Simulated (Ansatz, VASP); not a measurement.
# HfB2 in two plane-wave programs, part 2 of 2

Aim: how closely do two programs agree when they are given the same cell, functional and k mesh? The cell is taken from a series of runs on this material, whose earlier steps may have relaxed, scaled, displaced or heated it; both programs get it as it stands.

VASP 6.6.1 and Ansatz 0.2.0.

So far: Set-up; VASP: zone-centre phonons, PBEsol.

## Step 3: Ansatz: zone-centre phonons, PBEsol

Level of this step: Ansatz beside VASP: Kohn-Sham DFT, plane waves, PBEsol (Ansatz).

Ansatz runs on its PAW soft_1 files.

The same cell, functional, mesh and smearing now go to Ansatz, which takes its cutoff from its data sets.

input.yaml reads:

```yaml
crystal:
  lattice:
    - [3.1535400564, 0.0, 0.0]
    - [-1.5767700282, 2.7310458007, 0.0]
    - [0.0, 0.0, 3.3093110606]
  atoms:
    - { symbol: B, position: [0.3333333332, 0.6666666668, 0.5] }
    - { symbol: B, position: [0.6666666668, 0.3333333332, 0.5] }
    - { symbol: Hf, position: [0.0, 0.0, 0.0] }
kpoints:
  mp_grid: { grid: [15, 15, 12] }
hamiltonian:
  xc: pbesol
  pseudopotentials: { kind: paw, azcp: { folder: soft_1 }, xc_functional: pbe }
scf:
  occupations: { method: methfessel_paxton, width: 0.2 }
output:
  eigenvalues: true
phonons:
  method: dfpt
```

The run is started by

```sh
$ ansatz run input.yaml --threads 4 --pin off --max-ram 10240MiB --backend cpu --events-out ev --progress --plain --runs-dir out
```

Numbers of over 12 decimals in the logs are rounded to 6 here.

The log of the run:

```text
zone centre: on kpoints.mp_grid the ground state, and the responses unless they are solved on pairs of k-points, stand on 448 of the mesh's 2700 k-points, reduced under 4 symmetry operations, with k and −k counted as one. Each operation leaves every solved displacement unchanged or reverses it
Engine: ansatz 0.2.0, aarch64-unknown-linux-gnu
Pseudopotentials: kind: paw
Pseudopotential: B, paw, valence charge 3, recommended cutoff 420 eV (normal), soft_1/B.paw.azcp
Pseudopotential: Hf, paw, valence charge 26, recommended cutoff 420 eV (normal), soft_1/Hf.paw.azcp
Functional definition: PBEsol
  exchange = pbesol_x
  correlation = pbesol_c
Crystal: 3 atoms, lattice volume = 28.501 Å³
Basis set: ecut = 420 eV, 551 PW (Γ), exchange–correlation on 48×48×48 points (8 copies of the dense FFT grid, shifted against one another)
Bands: 20, of which v1, the nominal top of the filled ones, is band 16 counted from 1 (15 counted from 0)
Symmetry: 24 space group operations
k-points: 448 of 2700 (irreducible under 4 space group operations, time reversal used)
Non-local potential: B, projectors of the file, l = 0: 2, l = 1: 2, l = 2: 1
Non-local potential: Hf, projectors of the file, l = 0: 3, l = 1: 2, l = 2: 2, l = 3: 3
PAW form: soft (Blöchl's): semilocal exchange-correlation on the pseudo side does not see the compensation charge
PAW frozen core: B, regenerated for the run's functional, and the local potential with it (the file was generated under x = pbe(κ = 0.804, μ = 0.219515), c = pbe(β = 0.066725))
PAW frozen core: Hf, regenerated for the run's functional, and the local potential with it (the file was generated under x = pbe(κ = 0.804, μ = 0.219515), c = pbe(β = 0.066725))
PAW one-centre angular grid: B, 110 points (default); XC on 64 Gauss nodes
PAW one-centre angular grid: Hf, 590 points (default); XC on 64 Gauss nodes
Initial density: superposition of atomic densities (chi_scale 0.1, normalization cell, long waves kept (reshape's long-wave potential 0.00 eV rms))
Initial wavefunctions: pseudopotential atomic-orbital guess
Functional: x = pbesol(κ = 0.804, μ = 0.123457), c = pbesol(β = 0.046)
SCF iter   1: F=—  HF=-15907.866899 eV  |F-HF|=—  |Δ(HF+E_count)|=         —  Δρ=6.37e-2  dr2=1.75e0  ethr=3.10e-3  ⟨swp⟩=4.4  Hψ=35623  notcnv=0
preconditioner: auto → none  [metal: Δε(μ)=0.043 eV  Ē_g=16.691 eV  σ=0.200 eV  W_gap=0.18  n_scr=8 (ndim 8)  ℏωp=38.1 eV  f_vac=0.000  D(μ)=0.29/eV (n_scr^D=0)  sad-step TF]
SCF iter   2: F=—  HF=-15907.491843 eV  |F-HF|=—  |Δ(HF+E_count)|=   3.75e-1  S|Δr|=    0.00e0  Δρ=3.35e-2  dr2=5.03e-1  ethr=3.10e-3  ⟨swp⟩=3.0  Hψ=19117  notcnv=0
SCF iter   3: F=—  HF=-15907.370050 eV  |F-HF|=—  |Δ(HF+E_count)|=   1.22e-1  S|Δr|=    0.00e0  Δρ=1.05e-2  dr2=2.14e-2  ethr=1.57e-3  ⟨swp⟩=2.0  Hψ=18836  notcnv=0
SCF iter   4: F=—  HF=-15907.316316 eV  |F-HF|=—  |Δ(HF+E_count)|=   5.37e-2  S|Δr|=    0.00e0  Δρ=2.97e-3  dr2=1.23e-3  ethr=6.68e-5  ⟨swp⟩=2.4  Hψ=17684  notcnv=0
SCF iter   5: F=—  HF=-15907.319491 eV  |F-HF|=—  |Δ(HF+E_count)|=   3.17e-3  S|Δr|=    0.00e0  Δρ=9.51e-4  dr2=2.51e-4  ethr=3.83e-6  ⟨swp⟩=2.0  Hψ=16670  notcnv=0
SCF iter   6: F=—  HF=-15907.319332 eV  |F-HF|=—  |Δ(HF+E_count)|=   1.59e-4  S|Δr|=    0.00e0  Δρ=9.83e-5  dr2=3.90e-6  ethr=7.85e-7  ⟨swp⟩=2.0  Hψ=16117  notcnv=0
SCF iter   7: F=—  HF=-15907.319333 eV  |F-HF|=—  |Δ(HF+E_count)|=   1.43e-6  S|Δr|=    0.00e0  Δρ=2.56e-5  dr2=1.68e-7  ethr=1.22e-8  ⟨swp⟩=2.5  Hψ=15479  notcnv=0
SCF iter   8: F=—  HF=-15907.319333 eV  |F-HF|=—  |Δ(HF+E_count)|=   6.34e-8  S|Δr|=    0.00e0  Δρ=2.37e-6  dr2=4.38e-10  ethr=5.25e-10  ⟨swp⟩=2.0  Hψ=14691  notcnv=0
SCF iter   9: F=—  HF=-15907.319333 eV  |F-HF|=—  |Δ(HF+E_count)|=  2.29e-10  S|Δr|=    0.00e0  Δρ=2.25e-7  dr2=1.87e-11  ethr=1.37e-12  ⟨swp⟩=2.3  Hψ=16795  notcnv=0
SCF iter  10: F=-15907.319333 eV  HF=-15907.319333 eV  |F-HF|=0.00e0  |Δ(HF+E_count)|=  3.64e-12  S|Δr|=    0.00e0  Δρ=1.72e-8  dr2=5.07e-14  ethr=1.00e-12  ⟨swp⟩=5.9  Hψ=43470  notcnv=0
the search or the solves at the SCF's close seem to have found levels that the self-consistency loop had missed (the run counts 1). By its estimate they hold under 1e-12 electrons; where the run keeps them, the occupations were computed again with them
SCF 1 converged in 10 iterations: F = -15907.319333 eV  dr2 = 5.07e-14
  greatest PAW one-centre occupation: 0.998 electrons in one spin orbital (limit 2), on the Hf atom at site 2 (counted from 0), in its partial waves of l = 0
DFPT response loops at Γ: preconditioner auto → Kerker (q_TF=auto, 2.781 Å⁻¹) (partly filled bands, converged f_vac=0.000); β = 1.00, the filter's whole step (`scf.mixing.beta` (0.50) is not read by the response loops under this deck's `scf.mixing.preconditioner`; to damp them name `kerker` or `kerker_dos`, under which they read `scf.mixing.beta`, and type it under 1.00, their step now; both keys bind the ground state too); Broyden in place of MSR1
SCF converged after 10 iterations
Stability not checked: this state was not tested for a lower state beside it, because cold or Methfessel-Paxton smearing, or corrected tetrahedra, fill the levels in a way that the test cannot read (fill_not_monotonic; see scf.lower_state_search)
Free energy (F): -15907.319333 eV
Harris-Foulkes:  -15907.319333 eV  (|F-HF|=0.00e0)
Internal energy: -15907.319070 eV  (E = F + TS)
E sigma→0 (E₀):  -15907.319267 eV
Entropy (-TS):   -0.000263 eV (-0.088 meV/atom)
Fermi energy:    19.924214 eV
--- Per-component energies (eV) ---
  E_band       = 112.937932
  E_kinetic    = 515.034931
  E_local      = -6393.961465  (includes V_loc(G=0)·N_el)
  E_nonlocal   = 82.249157
  E_hartree    = 3158.568618
  E_xc         = -333.650693
  E_vxc        = -336.818141  (∫ρ·V_xc dr)
  E_paw        = -7728.094055  (= ΣΔE_a)
  E_vpaw       = -70.703877  (= ΣTr[D̂ρ^β])
  E_aug_tail   = 0.000105  (compensation charges beyond the density's cutoff)
  E_ewald      = -5208.746145
  E_core_change = 1.280478  (= ΣΔE_core)
  E_smearing   = -0.000263  (= −TS)
  E_closure    = 0.000000  (closes the sum)
  Σ components = -15907.319333   (vs F -15907.319333, Δ=0.00e0)
--- Band table (eV; the first three rows and the last of 448) ---
  k-point 0: bands = [... 12 lower, 16.4895, 16.4895, 16.9590, 17.7076, 24.0442, 24.0442, 24.4907, 24.7184]
  k-point 1: bands = [... 12 lower, 16.1898, 16.5719, 16.5719, 18.4383, 22.9502, 22.9502, 24.4979, 24.9474]
  k-point 2: bands = [... 12 lower, 15.0895, 16.8155, 16.8155, 19.4639, 21.7906, 21.7906, 24.1706, 24.1706]
  k-point 447: bands = [... 12 lower, 12.4068, 14.7725, 15.3149, 16.7867, 24.6390, 24.8837, 25.6023, 26.8303]
--- Phonons (Γ-DFPT): 4 representative perturbations + reference, on 448 of 2700 k-points (Σ response iterations 12) ---
  k mesh reduced under 4 symmetry operations, with k and −k counted as one. Each operation leaves every solved displacement unchanged or reverses it
  ASR residual: 4.240e-6 → 0.000e0 eV/Å²; symmetrization residual: 9.340e-7 eV/Å²
  ASR residual per site (eV/Å²): 2.18e-6 2.18e-6 4.24e-6
  Γ frequencies (cm⁻¹): 0.00 0.00 0.00 479.18 479.18 515.89 566.71 771.32 771.32
  non-analytic LO–TO correction: not included (Born effective charges unavailable; polar crystals: no LO–TO splitting at Γ)
```

## Step 4: Differences

Known differences besides the potentials themselves: the data sets hold 32 valence electrons in Ansatz (on its PAW soft_1 files) and 16 in VASP; the cutoff is 420 eV in Ansatz and 500 eV in VASP; Ansatz makes its cores anew for this functional, VASP keeps those of its PBE data sets. Total energies have different zeros and are not compared.

Compared:

```
                  quantity  Ansatz   VASP  difference
optical mode 1 to 2 (cm⁻¹)   479.2  481.0     -0.38 %
     optical mode 3 (cm⁻¹)   515.9  517.3     -0.27 %
     optical mode 4 (cm⁻¹)   566.7  569.6     -0.50 %
optical mode 5 to 6 (cm⁻¹)   771.3  777.1     -0.74 %
```

Modes are paired by rising frequency, not by their patterns, so a pair may set unlike modes beside each other; they are those without the splitting of longitudinal modes.

## Step 5: What came out

| Quantity | Value |
| --- | --- |
| r.m.s. difference of the optical zone-centre modes, each program's sorted by frequency (zone-centre phonons, PBEsol) | 3.7 cm⁻¹ |
| difference in optical mode 5 to 6 (zone-centre phonons, PBEsol) | -0.7 % |

The r.m.s. difference of the optical zone-centre modes, each program's sorted by frequency is 3.7 cm⁻¹ (zone-centre phonons, PBEsol). The data sets hold unlike numbers of valence electrons (32 in Ansatz and 16 in VASP), so part of the differences comes from the potentials. Among the rows given in per cent, the largest difference of the zone-centre phonons, PBEsol pair is in optical mode 5 to 6, -0.7 %. Such differences can come from data sets, numerical settings and the points named under the comparisons, not from the functional's error against experiment.

[Lines on the potential files, build, host, timing and source positions are cut from VASP's logs without a mark.]

[Logs are printed without paths, hosts, clocks, repeated set-up lines and the standing remarks that a program may print on its own settings, such as how far it seeks lower states.]

[Hosts, paths, dates, database ids (printed as entryN), source tags and the programs' standing remarks are cut or masked in the printed files.]
